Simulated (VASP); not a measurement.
# Co3Bi2 (Pm-3m) in VASP: reference runs

How does Co3Bi2 come out in PBE? The cell is run as given.

All numbers are computed with VASP 6.6.1; they aren't measurements. Logs are shortened: lines on timing, memory, paths and dates and some standing lists are left out, and cuts for length are marked.

### 1 The crystal as given

The structure is cubic, space group Pm-3m (No. 221). Conventional cell: a = 4.814 Å, b = 4.814 Å, c = 4.814 Å, α = 90.00°, β = 90.00°, γ = 90.00°. Bi (site symmetry m-3m) is surrounded by 12 Co at 3.40 Å. Bi (site symmetry m-3m) has 6 Co at 2.41 Å as nearest neighbours. Co (site symmetry 4/mmm) has 2 Bi at 2.41 Å as nearest neighbours.

The cell was built by a generator and needn't be a form met in nature.

### 2 Single point, PBE, collinear spin, ferromagnetic start

The input, INCAR:

```
PREC     = Accurate       # precision mode
ENCUT    = 520            # plane-wave cutoff, eV
EDIFF    = 1E-7           # SCF threshold, eV
ISMEAR   = -1             # smearing method
SIGMA    = 0.05           # smearing width, eV
LREAL    = False          # projectors in reciprocal space
LASPH    = True           # aspherical terms in the spheres
NELM     = 100            # most SCF steps
ALGO     = Normal         # electronic algorithm
ISIF     = 2              # what is computed and relaxed
LWAVE    = False          # write WAVECAR
LCHARG   = True           # write CHGCAR
ISPIN    = 2              # spin polarisation
MAGMOM   = 0 0 2 2 2      # initial moments
LORBIT   = 11             # projections on sites
LMAXMIX  = 4              # l up to which the mixer works
GGA      = PE             # functional
LELF     = True           # ELF
LVHAR    = True         
NBANDS   = 40             # bands
```

The input, KPOINTS:

```
regular mesh
0
Gamma
  6 6 6
```

The input, POSCAR:

```
Co3Bi2
1.0
    4.8144200000      0.0000000000      0.0000000000
    0.0000000000      4.8144200000      0.0000000000
    0.0000000000      0.0000000000      4.8144200000
Bi Co
2 3
Direct
    0.5000000000      0.5000000000      0.5000000000
    0.0000000000      0.0000000000      0.0000000000
    0.5000000000      0.0000000000      0.0000000000
    0.0000000000      0.5000000000      0.0000000000
    0.0000000000      0.0000000000      0.5000000000
```

Potentials or basis: VASP PAW PBE potentials, release 64 (Bi_d, Co).

Launch:

```sh
$ cat potpaw_PBE.64/Bi_d/POTCAR potpaw_PBE.64/Co/POTCAR > POTCAR
$ mpirun -np 1 vasp_std > vasp.out
```

OUTCAR:

```text
PREC = Accurate
   ENCUT = 520
   EDIFF = 1E-7
   ISMEAR = -1
   LREAL = False
   LASPH = True
   NELM = 100
   ISIF = 2
   ISPIN = 2
   LORBIT = 11
   GGA = PE

 ion  position               nearest neighbor table
   1  0.500  0.500  0.500-   3 3.40   4 3.40   5 3.40   3 3.40   4 3.40   3 3.40   5 3.40   3 3.40
                             4 3.40   5 3.40   4 3.40   5 3.40
   2  0.000  0.000  0.000-   3 2.41   4 2.41   5 2.41   5 2.41   4 2.41   3 2.41
   3  0.500  0.000  0.000-   2 2.41   2 2.41   1 3.40   1 3.40   1 3.40   1 3.40
   4  0.000  0.500  0.000-   2 2.41   2 2.41   1 3.40   1 3.40   1 3.40   1 3.40
   5  0.000  0.000  0.500-   2 2.41   2 2.41   1 3.40   1 3.40   1 3.40   1 3.40

  LATTYP: Found a simple cubic cell.
 ALAT       =     4.8144200000

  Lattice vectors:

 A1 = (   4.8144200000,   0.0000000000,   0.0000000000)
 A2 = (   0.0000000000,   4.8144200000,   0.0000000000)
 A3 = (   0.0000000000,   0.0000000000,   4.8144200000)

Analysis of symmetry for initial positions (statically):
=====================================================================
 Subroutine PRICEL returns:
 Original cell was already a primitive cell.

 Routine SETGRP: Setting up the symmetry group for a
 simple cubic supercell.

 Subroutine GETGRP returns: Found 48 space group operations
 (whereof 48 operations were pure point group operations)
 out of a pool of 48 trial point group operations.

The static configuration has the point symmetry O_h .

Analysis of symmetry for dynamics (positions and initial velocities):
=====================================================================
 Subroutine PRICEL returns:
 Original cell was already a primitive cell.

 Routine SETGRP: Setting up the symmetry group for a
 simple cubic supercell.

 Subroutine GETGRP returns: Found 48 space group operations
 (whereof 48 operations were pure point group operations)
 out of a pool of 48 trial point group operations.

The dynamic configuration has the point symmetry O_h .

Analysis of structural, dynamic, and magnetic symmetry:
=====================================================================
 Subroutine PRICEL returns:
 Original cell was already a primitive cell.

 Routine SETGRP: Setting up the symmetry group for a
 simple cubic supercell.

 Subroutine GETGRP returns: Found 48 space group operations
 (whereof 48 operations were pure point group operations)
 out of a pool of 48 trial point group operations.

The overall configuration has the point symmetry O_h .

 Subroutine INISYM returns: Found 48 space group operations
 (whereof 48 operations are pure point group operations),
 and found     1 'primitive' translations

----------------------------------------------------------------------------------------

                                     Primitive cell

  volume of cell :     111.5917

  direct lattice vectors                    reciprocal lattice vectors
     4.814420000  0.000000000  0.000000000     0.207709340  0.000000000  0.000000000
     0.000000000  4.814420000  0.000000000     0.000000000  0.207709340  0.000000000
     0.000000000  0.000000000  4.814420000     0.000000000  0.000000000  0.207709340

  length of vectors
     4.814420000  4.814420000  4.814420000     0.207709340  0.207709340  0.207709340

  position of ions in fractional coordinates (direct lattice)
     0.500000000  0.500000000  0.500000000
     0.000000000  0.000000000  0.000000000
     0.500000000  0.000000000  0.000000000
     0.000000000  0.500000000  0.000000000
     0.000000000  0.000000000  0.500000000

  ion indices of the primitive-cell ions
   primitive index   ion index
                 1           1
                 2           2
                 3           3
                 4           4
                 5           5

----------------------------------------------------------------------------------------

 KPOINTS: regular mesh

Automatic generation of k-mesh.
 Grid dimensions read from file:
 generate k-points for:    6    6    6

 Generating k-lattice:

  Cartesian coordinates                     Fractional coordinates (reciprocal lattice)
     0.034618223  0.000000000  0.000000000     0.166666667  0.000000000  0.000000000
     0.000000000  0.034618223  0.000000000     0.000000000  0.166666667  0.000000000
     0.000000000  0.000000000  0.034618223     0.000000000  0.000000000  0.166666667

  Length of vectors
     0.034618223  0.034618223  0.034618223

  Shift w.r.t. Gamma in fractional coordinates (k-lattice)
     0.000000000  0.000000000  0.000000000

 Subroutine IBZKPT returns following result:
 ===========================================

 Found     20 irreducible k-points:

 Following reciprocal coordinates:
            Coordinates               Weight
  0.000000  0.000000  0.000000      1.000000
  0.166667  0.000000  0.000000      6.000000
  0.333333  0.000000  0.000000      6.000000
  0.500000  0.000000  0.000000      3.000000
  0.166667  0.166667  0.000000     12.000000
  0.333333  0.166667  0.000000     24.000000
[... 12 lines left out ...]
  0.500000  0.500000  0.333333      6.000000
  0.500000  0.500000  0.500000      1.000000
   k-points           NKPTS =     20   k-points in BZ     NKDIM =     20   number of bands    NBANDS=     40
   number of dos      NEDOS =    301   number of ions     NIONS =      5
   total plane-waves  NPLWV =  46656
   dimension x,y,z NGX =    36 NGY =   36 NGZ =   36
   dimension x,y,z NGXF=    72 NGYF=   72 NGZF=   72
   ions per type =               2   3
   NGX,Y,Z   is equivalent  to a cutoff of  12.43, 12.43, 12.43 a.u.
   NGXF,Y,Z  is equivalent  to a cutoff of  24.86, 24.86, 24.86 a.u.
 SYSTEM =  unknown system
   PREC   = accura    normal or accurate (medium, high low for compatibility)
   ISTART =      0    job   : 0-new  1-cont  2-samecut
   ICHARG =      2    charge: 1-file 2-atom 10-const
   ISPIN  =      2    spin polarized calculation?
   LNONCOLLINEAR =      F non collinear calculations
   LSORBIT =      F    spin-orbit coupling
   LASPH  =      T    aspherical Exc in radial PAW
   ENCUT  =  520.0 eV  38.22 Ry    6.18 a.u.   8.95  8.95  8.95*2*pi/ulx,y,z
   NELM   =    100;   NELMIN=  2; NELMDL= -5     # of ELM steps
   EDIFF  = 0.1E-06   stopping-criterion for ELM
   LREAL  =      F    real-space projection
   EDIFFG = 0.1E-05   stopping-criterion for IOM
   NSW    =      0    number of steps for IOM
   IBRION =     -1    ionic relax: 0-MD 1-quasi-New 2-CG
   NFREE  =      0    steps in history (QN), initial steepest desc. (CG)
   ISIF   =      2    stress and relaxation
   ISYM   =      2    0-nonsym 1-usesym 2-fastsym
   POTIM  = 0.5000    time-step for ionic-motion
   TEBEG  =    0.0;   TEEND  =   0.0 temperature during run
   PSTRESS=    0.0 pullay stress
   NELECT =      57.0000    total number of electrons
   NUPDOWN=      -1.0000    fix difference up-down
   EMIN   =  10.00;   EMAX   =-10.00  energy-range for DOS
   EFERMI =   0.00;   METHOD = LEGACY
   ISMEAR =    -1;   SIGMA  =   0.05  broadening in eV -4-tet -1-fermi 0-gaus
   EFERMI_NEDOS =   21; number of points for ismear=-14 and -15
   IALGO  =     38    algorithm
   IMIX   =      4    mixing-type and parameters
     AMIX     =   0.40;   BMIX     =  1.00
     AMIX_MAG =   1.60;   BMIX_MAG =  1.00
  volume/ion in A,a.u.               =      22.32       150.61
  Fermi-wavevector in a.u.,A,eV,Ry     =   1.308647  2.472984 23.300748  1.712557
  Thomas-Fermi vector in A             =   2.439300
   LORBIT       =     11    0 simple, 1 ext, 2 COOP (PROOUT), +10 PAW based schemes
   GGA     = PE    functional components
   LHFCALC =     F    Hartree Fock is set to
   AEXX    =    0.0000 exact exchange contribution
   IVDW    =     0    specifies the selected vdW correction
   LEPSILON=     F    determine dielectric tensor
   LRPA    =     F    only Hartree local field effects (RPA)
 spin polarized calculation
  energy-cutoff  :      520.00
  volume of cell :      111.59
 maximum number of plane-waves:      3028
 NGX is ok and might be reduce to    36
   NGX = 17   NGY = 17   NGZ = 17

 number of electron      57.0000013 magnetization       3.3068908

 Free energy of the ion-electron system (eV)
  ---------------------------------------------------
  ext. energy  EPLUGINS =         0.00000000
  ---------------------------------------------------
  free energy    TOTEN  =       -22.64161088 eV

  energy without entropy =      -22.60990979  energy(sigma->0) =      -22.62576033

 E-fermi :   6.7112     XC(G=0): -10.4886

 val. band max:        6.6781967017   @ k =   0.5000   0.5000   0.1667
 cond. band min:       6.7255566686   @ k =   0.0000   0.0000   0.0000
 fundamental gap:      0.0473599668
 Fermi energy:         6.7112044742

 spin component 1

 k-point     1 :       0.0000    0.0000    0.0000
  band No.  band energies     occupation
      1     -16.2664      1.00000
      2     -16.2664      1.00000
      3     -16.2664      1.00000
      4     -16.2664      1.00000
      5     -16.2664      1.00000
      6     -16.1810      1.00000
[... 32 lines left out ...]
     39      12.7277      0.00000
[... 816 lines left out ...]
     39      15.7714      0.00000
     40      15.7714      0.00000
 Fermi energy:         6.7112044742

 spin component 2

 k-point     1 :       0.0000    0.0000    0.0000
  band No.  band energies     occupation
      1     -16.2853      1.00000
      2     -16.2853      1.00000
      3     -16.2816      1.00000
      4     -16.2816      1.00000
      5     -16.2816      1.00000
      6     -16.1872      1.00000
[... 32 lines left out ...]
     39      12.8683      0.00000
[... 816 lines left out ...]
     39      15.9388      0.00000
     40      15.9388      0.00000

------------------------ aborting loop because EDIFF is reached ----------------------------------------

  FORCE on cell =-STRESS in cart. coord.  units (eV):
  Direction    XX          YY          ZZ          XY          YZ          ZX
  --------------------------------------------------------------------------------------
  -------------------------------------------------------------------------------------
  Total        0.0578155      0.0578155      0.0578155      0.0000000      0.0000000      0.0000000
  in kB        0.8300856      0.8300856      0.8300856      0.0000000      0.0000000      0.0000000
  external PRESSURE =       0.8300856 kB  Pullay stress =       0.0000000 kB

 VOLUME and BASIS-vectors are now :
 -----------------------------------------------------------------------------
  energy-cutoff  :      520.00
  volume of cell :      111.59
      direct lattice vectors                 reciprocal lattice vectors
     4.814420000  0.000000000  0.000000000     0.207709340  0.000000000  0.000000000
     0.000000000  4.814420000  0.000000000     0.000000000  0.207709340  0.000000000
     0.000000000  0.000000000  4.814420000     0.000000000  0.000000000  0.207709340

 POSITION                                       TOTAL-FORCE (eV/Angst)
 -----------------------------------------------------------------------------------
      2.40721      2.40721      2.40721         0.000000      0.000000      0.000000
      0.00000      0.00000      0.00000         0.000000      0.000000      0.000000
      2.40721      0.00000      0.00000         0.000000      0.000000      0.000000
      0.00000      2.40721      0.00000         0.000000      0.000000      0.000000
      0.00000      0.00000      2.40721         0.000000      0.000000      0.000000
 -----------------------------------------------------------------------------------
    total drift:                                0.000000      0.000000     -0.000000

  FREE ENERGIE OF THE ION-ELECTRON SYSTEM (eV)
  ---------------------------------------------------
  free  energy   TOTEN  =       -22.6416108778 eV

  energy  without entropy=      -22.6099097850  energy(sigma->0) =      -22.62576033

 total charge

# of ion       s       p       d       tot
------------------------------------------
    1        1.573   1.092   9.913  12.579
    2        1.424   1.847  10.017  13.288
    3        0.338   0.266   7.437   8.041
    4        0.338   0.266   7.437   8.041
    5        0.338   0.266   7.437   8.041
--------------------------------------------------
tot          4.011   3.738  42.240  49.989

 magnetization (x)

# of ion       s       p       d       tot
------------------------------------------
    1       -0.002  -0.062  -0.004  -0.068
    2       -0.003  -0.029  -0.014  -0.047
    3        0.018   0.003   1.158   1.178
    4        0.018   0.003   1.158   1.178
    5        0.018   0.003   1.158   1.178
--------------------------------------------------
tot          0.049  -0.082   3.455   3.421
```

Wall time 87 s (1 thread of AMD EPYC 9R45 (Zen 5), shared host); peak memory 0.28 GiB.

Results:

- Free energy: -22.6416 eV
- Pressure: 0.1 GPa
- Band gap on the k mesh: none (metal or under the smearing width)
- Net moment: 3.31 μB per cell
- Site moments: Bi -0.07, -0.05; Co +1.18 μB
- Valence electrons inside the program's atomic spheres: Bi 12.58, 13.29; Co 8.04

Levels at points of the mesh, in eV from the Fermi level:
Spin up:
```
           k point  band 27  band 28  band 29  band 30  band 31  band 32  band 33  band 34
(0.00, 0.00, 0.00)    -1.15    -1.13    -1.13    -1.13     0.89     0.89     0.89     1.67
(0.50, 0.00, 0.00)    -1.22    -1.13    -0.33    -0.33     0.47     0.52     0.52     2.24
(0.50, 0.50, 0.00)    -1.16    -1.09    -1.01     0.63     1.32     1.68     1.90     1.95
(0.50, 0.50, 0.50)    -1.31    -1.23    -1.02    -1.02    -0.26    -0.26    -0.26     6.99
```
Spin down:
| k point | band 24 | band 25 | band 26 | band 27 | band 28 | band 29 | band 30 | band 31 |
| --- | --- | --- | --- | --- | --- | --- | --- | --- |
| (0.00, 0.00, 0.00) | -0.46 | -0.42 | -0.42 | 0.01 | 0.01 | 0.01 | 0.60 | 0.81 |
| (0.50, 0.00, 0.00) | -0.46 | -0.31 | -0.14 | 0.01 | 0.27 | 0.44 | 0.44 | 0.85 |
| (0.50, 0.50, 0.00) | -0.45 | -0.44 | -0.34 | 0.17 | 0.37 | 0.37 | 1.35 | 1.55 |
| (0.50, 0.50, 0.50) | -0.62 | -0.62 | -0.35 | -0.35 | 0.37 | 0.37 | 0.37 | 0.63 |

Caveat: spin-orbit coupling is left out, which moves the levels of the heavy elements.
